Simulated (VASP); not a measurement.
```xyz
4
Lattice="-3.1648 3.1441 3.1648 3.1441 -3.1648 3.1648 1.5928 1.5928 -1.5928" Properties=species:S:1:pos:R:3 pbc="T T T"
Ta     0.0000     0.0000     0.0000
Mo     1.5720    -1.5824     1.5824
Mo    -1.5824     1.5720     1.5824
Mo    -0.0104    -0.0104     3.1648
```

Level of theory: PBEsol GGA, VASP's PBE PAW potentials (set 64) (plane waves; VASP 6.6.1). Numerical set-up: 400 eV cut-off, Gaussian smearing of 0.050 eV, potentials Ta_pv Mo_sv.

Unless said otherwise, spin-orbit coupling is left out, though it shifts the bands of the heavy elements here.

### Question
Estimate the band gap (along the path) with the smallest direct gap where there is one.

### Answer

band gap (along the path): none (metal, semimetal or under 0.01 eV)

The absolute energy has meaning only against runs of the same code, potentials and settings.

The structure was generated: Mo3Ta was put into an ordered model structure (R-3m), which need not be its known phase. It was relaxed first. The electron count is odd and the run is not spin-polarised, which forces a metal.
